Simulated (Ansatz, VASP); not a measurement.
## AlH3: VASP beside Ansatz

Wanted: the spread between two codes on one cell, functional and k mesh. The cell is taken from a series of runs on this material, whose earlier steps may have relaxed, scaled, displaced or heated it; both programs get it as it stands.

Method: plane waves, with VASP 6.6.1 beside it; dielectric response at LDA, in Ansatz 0.2.0.

## 1. Set-up

Symmetry: Fd-3m, No. 227, cubic system. Conventional cell: a = 8.979 Å, b = 8.979 Å, c = 8.979 Å, α = 90.00°, β = 90.00°, γ = 90.00°. Nearest to Al lie 6 H at 1.71 Å. Nearest to H lie 2 Al at 1.71 Å. Farther neighbours are not listed.

## 2. Ansatz: dielectric response, LDA

Ansatz runs on its default PAW (the set named soft_2) files.

The response to a field tests empty states and converges slowly with the mesh.

Contents of input.yaml:

```yaml
crystal:
  lattice:
    - [0.0, 4.48935055, 4.48935055]
    - [4.48935055, 0.0, 4.48935055]
    - [4.48935055, 4.48935055, 0.0]
  atoms:
    - { symbol: Al, position: [0.625, 0.125, 0.125] }
    - { symbol: Al, position: [0.125, 0.625, 0.125] }
    - { symbol: Al, position: [0.125, 0.125, 0.625] }
    - { symbol: Al, position: [0.125, 0.125, 0.125] }
    - { symbol: H, position: [0.80509041, 0.80509041, 0.19490959] }
    - { symbol: H, position: [0.19490959, 0.19490959, 0.80509041] }
    - { symbol: H, position: [0.80509041, 0.19490959, 0.80509041] }
    - { symbol: H, position: [0.19490959, 0.80509041, 0.19490959] }
    - { symbol: H, position: [0.19490959, 0.80509041, 0.80509041] }
    - { symbol: H, position: [0.80509041, 0.19490959, 0.19490959] }
    - { symbol: H, position: [0.44490959, 0.44490959, 0.05509041] }
    - { symbol: H, position: [0.05509041, 0.05509041, 0.44490959] }
    - { symbol: H, position: [0.44490959, 0.05509041, 0.44490959] }
    - { symbol: H, position: [0.05509041, 0.44490959, 0.05509041] }
    - { symbol: H, position: [0.05509041, 0.44490959, 0.44490959] }
    - { symbol: H, position: [0.44490959, 0.05509041, 0.05509041] }
kpoints:
  mp_grid: { grid: [4, 4, 4] }
hamiltonian:
  xc: lda
scf:
  occupations: { method: fixed }
dielectric: {}
```

The run is started by

```sh
> ansatz run input.yaml --threads 3 --pin off --max-ram 92160MiB --backend cuda --events-out ev --progress --plain --runs-dir out --devices 1 --max-vram 13GiB
```

Numbers of over 12 decimals in the logs are rounded to 6 here.

What it wrote:

```text
GPUs: using 1 of 1 available (devices: 1).
Engine: ansatz 0.2.0, x86_64-unknown-linux-gnu
Pseudopotentials: kind: paw
Pseudopotential: Al, paw, valence charge 3, recommended cutoff 420 eV (normal), Al.paw.azcp
Pseudopotential: H, paw, valence charge 1, recommended cutoff 420 eV (normal), H.paw.azcp
Functional definition: SPW92
  exchange = slater_x
  correlation = pw_c
device memory: the entry about to start is reckoned to put 1.5 GiB on a device that reports 29.4 GiB free (of which the cap on the GPU budget leaves the run 13.0 GiB)
GPU FFT provider: cuFFT
GPU libraries: cuBLAS 13.8.2, cuFFT 12.4.0, cuSOLVER 12.3.4
Crystal: 16 atoms, lattice volume = 180.959 Å³
Basis set: ecut = 420 eV, 3527 PW (Γ), exchange–correlation on 96×96×96 points (8 copies of the dense FFT grid, shifted against one another)
Bands: 28, of which v1, the nominal top of the filled ones, is band 12 counted from 1 (11 counted from 0)
Symmetry: 48 space group operations
k-points: 13 of 64 (irreducible under 8 space group operations, time reversal used)
Non-local potential: Al, projectors of the file, l = 0: 2, l = 1: 2, l = 2: 1
Non-local potential: H, projectors of the file, l = 0: 2, l = 1: 1
PAW form: soft (Blöchl's): semilocal exchange-correlation on the pseudo side does not see the compensation charge
PAW frozen core: Al, regenerated for the run's functional, and the local potential with it (the file was generated under x = pbe(κ = 0.804, μ = 0.219515), c = pbe(β = 0.066725))
PAW one-centre angular grid: Al, 110 points (default); XC on 64 Gauss nodes
PAW one-centre angular grid: H, 110 points (default); XC on 64 Gauss nodes
Initial density: superposition of atomic densities (neutral atoms: chi_scale 0, normalization atom), corrected by the library's trained network
Initial wavefunctions: pseudopotential atomic-orbital guess
GPU buffer pool allocated for 110592 grid points (all kernels)
GPU transforms: local potential and band sums: pruned to the plane-wave sphere, on 45×45×45
Functional: x = slater, c = lda
SCF iter   1: F=—  HF=-2238.994629 eV  |F-HF|=—  |Δ(HF+E_count)|=         —  Δρ=1.18e-2  dr2=1.80e-1  ethr=1.77e-3  ⟨swp⟩=4.8  Hψ=1536  notcnv=0  defer=171
preconditioner: auto → none  [insulator: Δε(μ)=2.691 eV  Ē_g=10.709 eV  n_scr=14 (ndim 8)  ℏωp=13.5 eV  f_vac=0.153  ε∞_Penn≈2.6]
SCF iter   2: F=—  HF=-2238.936547 eV  |F-HF|=—  |Δ(HF+E_count)|=   5.81e-2  Δρ=3.80e-3  dr2=1.89e-2  ethr=7.49e-4  ⟨swp⟩=2.1  Hψ=508  notcnv=0  defer=178
SCF iter   3: F=—  HF=-2238.932111 eV  |F-HF|=—  |Δ(HF+E_count)|=   4.44e-3  Δρ=2.37e-4  dr2=8.38e-5  ethr=7.85e-5  ⟨swp⟩=2.2  Hψ=355  notcnv=0  defer=178
SCF iter   4: F=—  HF=-2238.932183 eV  |F-HF|=—  |Δ(HF+E_count)|=   7.21e-5  Δρ=7.44e-5  dr2=6.96e-6  ethr=3.49e-7  ⟨swp⟩=2.1  Hψ=364  notcnv=0  defer=177
SCF iter   5: F=—  HF=-2238.932191 eV  |F-HF|=—  |Δ(HF+E_count)|=   7.59e-6  Δρ=2.66e-6  dr2=1.54e-8  ethr=2.90e-8  ⟨swp⟩=2.1  Hψ=317  notcnv=0  defer=159
SCF iter   6: F=—  HF=-2238.932184 eV  |F-HF|=—  |Δ(HF+E_count)|=   7.17e-6  Δρ=3.62e-7  dr2=2.21e-10  ethr=6.41e-11  ⟨swp⟩=2.0  Hψ=515  notcnv=0  defer=156
SCF iter   7: F=-2238.932184 eV  HF=-2238.932184 eV  |F-HF|=9.09e-13  |Δ(HF+E_count)|=  1.23e-10  Δρ=4.48e-8  dr2=3.92e-12  ethr=1.00e-12  ⟨swp⟩=11.5  Hψ=2430  notcnv=0
SCF 1 converged in 7 iterations: F = -2238.932184 eV  dr2 = 3.92e-12
  greatest PAW one-centre occupation: 0.402 electrons in one spin orbital (limit 2), on the Al atom at site 2 (counted from 0), in its partial waves of l = 0
the response reads at least the filled bands of the reference SCF and the lowest empty band at each k-point, and that SCF's band table does not vouch for those bands. The notice of the band table in this run's record says why
device memory: the entry about to start is reckoned to put 0.5 GiB on a device that reports 30.6 GiB free (of which the cap on the GPU budget leaves the run 13.0 GiB)
NSCF: frozen V_eff on 1 k-points
device memory: the entry about to start is reckoned to put 0.1 GiB on a device that reports 30.5 GiB free (of which the cap on the GPU budget leaves the run 13.0 GiB)
device memory: the entry about to start is reckoned to put 1.4 GiB on a device that reports 29.9 GiB free (of which the cap on the GPU budget leaves the run 13.0 GiB)
DFPT response loops at Γ: preconditioner auto → none (the input reference at scf.mixing.eps_inf says where Resta's filter doesn't serve); β = 0.50; Broyden in place of MSR1
── the response to a field inside a basis, on 4×4×4 k-points: an SCF that follows is theirs, and a resumed run solves both again ──
device memory: the entry about to start is reckoned to put 0.3 GiB on a device that reports 28.5 GiB free (of which the cap on the GPU budget leaves the run 13.0 GiB)
GPU FFT provider: cuFFT
GPU libraries: cuBLAS 13.8.2, cuFFT 12.4.0, cuSOLVER 12.3.4
Bands: 13, of which v1, the nominal top of the filled ones, is band 12 counted from 1 (11 counted from 0)
k-points: 10 of 64 (irreducible under 12 space group operations)
Initial density: handed on by an earlier stage of this run
Initial wavefunctions: pseudopotential atomic-orbital guess (no wavefunctions were taken with the density)
GPU buffer pool allocated for 110592 grid points (all kernels)
GPU transforms: band sums: pruned to the plane-wave sphere, on 45×45×45
Eigensolver: Dense (10 Hₖ)
SCF iter   1: F=—  HF=-2238.922256 eV  |F-HF|=—  |Δ(HF+E_count)|=         —  Δρ=2.24e-4  dr2=2.65e-5  ethr=1.00e-1
preconditioner: auto → none  [insulator: Δε(μ)=3.123 eV  Ē_g=7.391 eV  n_scr=14 (ndim 8)  ℏωp=13.5 eV  f_vac=0.138  ε∞_Penn≈4.3]
SCF iter   2: F=—  HF=-2238.922259 eV  |F-HF|=—  |Δ(HF+E_count)|=   2.56e-6  Δρ=1.03e-4  dr2=5.16e-6  ethr=1.10e-7
SCF iter   3: F=-2238.922261 eV  HF=-2238.922261 eV  |F-HF|=2.04e-8  |Δ(HF+E_count)|=   1.90e-6  Δρ=6.77e-6  dr2=3.14e-8  ethr=2.15e-8
SCF 1 converged in 3 iterations: F = -2238.922261 eV  dr2 = 3.14e-8
  greatest PAW one-centre occupation: 0.403 electrons in one spin orbital (limit 2), on the Al atom at site 3 (counted from 0), in its partial waves of l = 0
device memory: the entry about to start is reckoned to put 0.1 GiB on a device that reports 28.8 GiB free (of which the cap on the GPU budget leaves the run 13.0 GiB)
device memory: the entry about to start is reckoned to put 2.3 GiB on a device that reports 28.5 GiB free (of which the cap on the GPU budget leaves the run 12.7 GiB)
DFPT response loops at Γ: mixed as the last ones told, above
SCF converged after 7 iterations
Free energy (F): -2238.932184 eV
Harris-Foulkes:  -2238.932184 eV  (|F-HF|=9.09e-13)
Internal energy: -2238.932184 eV  (E = F + TS)
E sigma→0 (E₀):  -2238.932184 eV
Fermi energy:    -0.147305 eV
--- Per-component energies (eV) ---
  E_band       = -98.833680
  E_kinetic    = 262.061566
  E_local      = -405.152308  (includes V_loc(G=0)·N_el)
  E_nonlocal   = 58.936644
  E_hartree    = 132.671447
  E_xc         = -263.935546
  E_vxc        = -256.465402  (∫ρ·V_xc dr)
  E_paw        = -1779.057643  (= ΣΔE_a)
  E_vpaw       = -23.541973  (= ΣTr[D̂ρ^β])
  E_aug_tail   = -0.015109  (compensation charges beyond the density's cutoff)
  E_ewald      = -244.664101
  E_core_change = 0.222866  (= ΣΔE_core)
  E_smearing   = -0.000000  (= −TS)
  E_closure    = 0.000000  (closes the sum)
  Σ components = -2238.932184   (vs F -2238.932184, Δ=0.00e0)
--- Band table (eV; the first three rows and the last of 13) ---
  k-point 0: bands = [... 8 lower, -3.7129, -3.7129, -0.1473, -0.1473, 2.9238, 4.3709, 4.3709, 4.3709, ... 12 higher]
  k-point 1: bands = [... 8 lower, -3.2479, -2.9487, -0.6356, -0.6356, 3.4887, 3.9614, 4.7897, 4.9395, ... 12 higher]
  k-point 2: bands = [... 8 lower, -2.3337, -1.9220, -1.5073, -1.5073, 3.0893, 3.8688, 4.8745, 4.8745, ... 12 higher]
  k-point 12: bands = [... 8 lower, -2.0786, -2.0786, -1.3258, -1.3258, 3.0357, 3.0357, 4.7453, 4.7453, ... 12 higher]
--- Dielectric response (ions clamped): 3 representative field directions + reference, inside a basis on a mesh of 64 k-points (Σ response iterations 12) ---
  ε∞ (high-frequency dielectric tensor):
        3.666713    -0.000000    -0.000000
       -0.000000     3.666713     0.000000
       -0.000000     0.000000     3.666713
  Born effective charges Z* (e; rows j = field, columns β = displacement):
    site 0:
         2.51727   -0.37311   -0.37311
        -0.37311    2.51727    0.37311
        -0.37311    0.37311    2.51727
    site 1:
         2.51727   -0.37311    0.37311
        -0.37311    2.51727   -0.37311
         0.37311   -0.37311    2.51727
    site 2:
         2.51727    0.37311   -0.37311
         0.37311    2.51727   -0.37311
        -0.37311   -0.37311    2.51727
    site 3:
         2.51727    0.37311    0.37311
         0.37311    2.51727    0.37311
         0.37311    0.37311    2.51727
    site 4:
        -0.97303    0.47883    0.00000
         0.47883   -0.97303    0.00000
        -0.00000   -0.00000   -0.57121
    site 5:
        -0.97303   -0.47883    0.00000
        -0.47883   -0.97303    0.00000
        -0.00000   -0.00000   -0.57121
    site 6:
        -0.97303   -0.00000    0.47883
        -0.00000   -0.57121    0.00000
         0.47883   -0.00000   -0.97303
    site 7:
[...]
site 8:
[...]
site 9:
[...]
site 10:
[...]
site 11:
[...]
site 12:
[...]
site 13:
[...]
-0.00000   -0.57121    0.00000
        -0.47883   -0.00000   -0.97303
    site 14:
        -0.57121   -0.00000    0.00000
        -0.00000   -0.97303    0.47883
        -0.00000    0.47883   -0.97303
    site 15:
        -0.57121   -0.00000    0.00000
        -0.00000   -0.97303   -0.47883
        -0.00000   -0.47883   -0.97303
  Z* charge neutrality: 4.454e-4 e pre-enforcement
  solved inside a basis spanned on kpoints, on 4×4×4 k-points, its susceptibility summed on 8×8×8: ε∞ is read to err by 1.0e-2, Z* by 8.3e-3 e (field_mesh: kpoints solves on kpoints); Z* is corrected for what the basis lacks
```

(Part 1 of 3 ends here.)

[Lines on the potential files, build, host, timing and source positions are cut from VASP's logs without a mark.]

[Logs are printed without paths, hosts, clocks, repeated set-up lines and the standing remarks that a program may print on its own settings, such as how far it seeks lower states.]

[Hosts, paths, dates, database ids (printed as entryN), source tags and the programs' standing remarks are cut or masked in the printed files.]
